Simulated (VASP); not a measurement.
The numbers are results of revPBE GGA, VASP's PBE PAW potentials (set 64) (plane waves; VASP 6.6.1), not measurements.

Input for VASP

POSCAR:
```
MgI2
1
    2.1311537164    -3.6912660591     0.0000000000
    2.1311537164     3.6912660591     0.0000000000
    0.0000000000     0.0000000000     8.7424749383
Mg I
1 2
Direct
  0.0000000000   0.0000000000   1.0000000000
  0.3333330000   0.6666670000   0.1917340556
  0.6666670000   0.3333330000   0.8082659444
```

KPOINTS:
```
Automatic mesh
0
Gamma
6 6 3
0 0 0
```

### INCAR
```
# general
SYSTEM =MgI2
PREC   =Accurate
ENCUT  =520
LREAL  =.False.
LASPH  =.True.

# electronic loop
EDIFF  =1E-7
NELM   =100
ALGO   =Normal
LMAXMIX=4

# smearing
ISMEAR =0
SIGMA  =0.05

# functional
GGA    =RE

# ions
IBRION =2
NSW    =30
ISIF   =4
EDIFFG =-0.01

# output
LWAVE  =.False.
LCHARG =.False.
```

POTCAR, in this order: Mg I (PBE.64 set). Program: vasp_std.

The run wrote:

OUTCAR:
```
 ion  position               nearest neighbor table
   1  0.000  0.000  0.000-   2 2.98   3 2.98   3 2.98   2 2.98   3 2.98   2 2.98
   2  0.333  0.667  0.192-   1 2.98   1 2.98   1 2.98
   3  0.667  0.333  0.808-   1 2.98   1 2.98   1 2.98
  LATTYP: Found a hexagonal cell.
 ALAT       =     4.2623070375
 C/A-ratio  =     2.0511133669
 Subroutine PRICEL returns:
 Original cell was already a primitive cell.
 Subroutine GETGRP returns: Found 12 space group operations
The static configuration has the point symmetry D_3d.
The dynamic configuration has the point symmetry D_3d.
 Subroutine INISYM returns: Found 12 space group operations
 Subroutine IBZKPT returns following result:
 Found     17 irreducible k-points:

 Following reciprocal coordinates:
            Coordinates               Weight
  0.000000  0.000000  0.000000      1.000000
  0.166667  0.000000  0.000000      6.000000
  0.333333  0.000000  0.000000      6.000000
  0.500000  0.000000  0.000000      3.000000
  0.166667  0.166667  0.000000      6.000000
  0.333333  0.166667  0.000000     12.000000
  0.333333  0.333333  0.000000      2.000000
  0.000000  0.000000  0.333333      2.000000
  0.166667  0.000000  0.333333      6.000000
  0.000000  0.166667  0.333333      6.000000
  0.333333  0.000000  0.333333      6.000000
  0.000000  0.333333  0.333333      6.000000
  0.500000  0.000000  0.333333      6.000000
  0.166667  0.166667  0.333333     12.000000
  0.333333  0.166667  0.333333     12.000000
 -0.166667  0.500000  0.333333     12.000000
  0.333333  0.333333  0.333333      4.000000
   k-points           NKPTS =     17   k-points in BZ     NKDIM =     17   number of bands    NBANDS=     12
   number of dos      NEDOS =    301   number of ions     NIONS =      3
   total plane-waves  NPLWV =  71680
   dimension x,y,z NGX =    32 NGY =   32 NGZ =   70
   dimension x,y,z NGXF=    64 NGYF=   64 NGZF=  140
   ions per type =               1   2
   PREC   = accura    normal or accurate (medium, high low for compatibility)
   ISTART =      0    job   : 0-new  1-cont  2-samecut
   ICHARG =      2    charge: 1-file 2-atom 10-const
   ISPIN  =      1    spin polarized calculation?
   LNONCOLLINEAR =      F non collinear calculations
   LSORBIT =      F    spin-orbit coupling
   INIWAV =      1    electr: 0-lowe 1-rand  2-diag
   ENCUT  =  520.0 eV  38.22 Ry    6.18 a.u.   7.93  7.93 16.26*2*pi/ulx,y,z
   NELM   =    100;   NELMIN=  2; NELMDL= -5     # of ELM steps
   EDIFF  = 0.1E-06   stopping-criterion for ELM
   LREAL  =      F    real-space projection
   NLSPLINE    = F    spline interpolate recip. space projectors
   LMAXMIX     =    4 max onsite mixed and CHGCAR
   VOSKOWN=      0    Vosko Wilk Nusair interpolation
   EDIFFG = -.1E-01   stopping-criterion for IOM
   NSW    =     30    number of steps for IOM
   NBLOCK =      1;   KBLOCK =     30    inner block; outer block
   IBRION =      2    ionic relax: 0-MD 1-quasi-New 2-CG
   NFREE  =      1    steps in history (QN), initial steepest desc. (CG)
   ISIF   =      4    stress and relaxation
   ISYM   =      2    0-nonsym 1-usesym 2-fastsym
   TEIN   =    0.0    initial temperature
   TEBEG  =    0.0;   TEEND  =   0.0 temperature during run
   SMASS  =  -3.00    Nose mass-parameter (am)
   PSTRESS=    0.0 pullay stress
   NELECT =      16.0000    total number of electrons
   EFERMI =   0.00;   METHOD = LEGACY
   ISMEAR =     0;   SIGMA  =   0.05  broadening in eV -4-tet -1-fermi 0-gaus
   IALGO  =     38    algorithm
   LDIAG  =      T    sub-space diagonalisation (order eigenvalues)
   IMIX   =      4    mixing-type and parameters
     AMIX     =   0.40;   BMIX     =  1.00
     AMIX_MAG =   1.60;   BMIX_MAG =  1.00
     AMIN     =   0.10
...
```

OSZICAR:
```
       N       E                     dE             d eps       ncg     rms          rms(c)
DAV:   1     0.861031285416E+02    0.86103E+02   -0.55863E+03   408   0.101E+03
DAV:   2     0.408093485039E+00   -0.85695E+02   -0.79489E+02   616   0.151E+02
DAV:   3    -0.715047030204E+01   -0.75586E+01   -0.75294E+01   500   0.532E+01
DAV:   4    -0.733565343077E+01   -0.18518E+00   -0.18514E+00   564   0.102E+01
DAV:   5    -0.733876318209E+01   -0.31098E-02   -0.31096E-02   532   0.140E+00    0.374E+00
DAV:   6    -0.718357336017E+01    0.15519E+00   -0.19140E-01   464   0.239E+00    0.268E+00
DAV:   7    -0.715809048251E+01    0.25483E-01   -0.18773E-01   432   0.244E+00    0.823E-01
DAV:   8    -0.715629638616E+01    0.17941E-02   -0.12955E-02   484   0.697E-01    0.254E-01
DAV:   9    -0.715657931372E+01   -0.28293E-03   -0.14725E-03   504   0.278E-01    0.101E-01
DAV:  10    -0.715656496507E+01    0.14349E-04   -0.38158E-05   508   0.537E-02    0.523E-02
DAV:  11    -0.715657910618E+01   -0.14141E-04   -0.41787E-05   492   0.502E-02    0.320E-02
DAV:  12    -0.715658050685E+01   -0.14007E-05   -0.20819E-06   528   0.106E-02    0.137E-02
DAV:  13    -0.715658063547E+01   -0.12862E-06   -0.43529E-08   396   0.189E-03    0.112E-02
DAV:  14    -0.715658148854E+01   -0.85307E-06   -0.84810E-07   472   0.712E-03    0.358E-03
DAV:  15    -0.715658146054E+01    0.28001E-07   -0.27749E-08   364   0.127E-03
   1 F= -.71565815E+01 E0= -.71565815E+01  d E =-.715658E+01
```

OUTCAR:
```
------------------------ aborting loop because EDIFF is reached ----------------------------------------
  FORCE on cell =-STRESS in cart. coord.  units (eV):
  Direction    XX          YY          ZZ          XY          YZ          ZX
  --------------------------------------------------------------------------------------
  Total        0.0073097      0.0073097      0.0202987      0.0000000      0.0000000     -0.0000000
  in kB        0.0851438      0.0851438      0.2364423      0.0000000      0.0000000     -0.0000000
  external PRESSURE =       0.1355766 kB  Pullay stress =       0.0000000 kB
  volume of cell :      137.55
      direct lattice vectors                 reciprocal lattice vectors
     2.131153716 -3.691266059  0.000000000     0.234614705 -0.135454880  0.000000000
     2.131153716  3.691266059  0.000000000     0.234614705  0.135454880  0.000000000
     0.000000000  0.000000000  8.742474938     0.000000000  0.000000000  0.114384085
 POSITION                                       TOTAL-FORCE (eV/Angst)
 -----------------------------------------------------------------------------------
      0.00000      0.00000      0.00000        -0.000000     -0.000000      0.000000
      2.13115      1.23042      1.67623        -0.000000     -0.000000     -0.007884
      2.13115     -1.23042      7.06624         0.000000      0.000000      0.007884
 -----------------------------------------------------------------------------------
    total drift:                                0.000000      0.000000      0.000000
  FREE ENERGIE OF THE ION-ELECTRON SYSTEM (eV)
  ---------------------------------------------------
  free  energy   TOTEN  =        -7.1565814605 eV

  energy  without entropy=       -7.1565814605  energy(sigma->0) =       -7.15658146

 reached required accuracy - stopping structural energy minimisation
```
(Selected blocks of OUTCAR.)

Without a dispersion term in the relaxation, distances and binding between the weakly bound layers, chains or molecules are unreliable, and so is what depends on them.

The compound is MgI2 in the 1T layered structure. It was relaxed first, which changed the volume by +34 %.
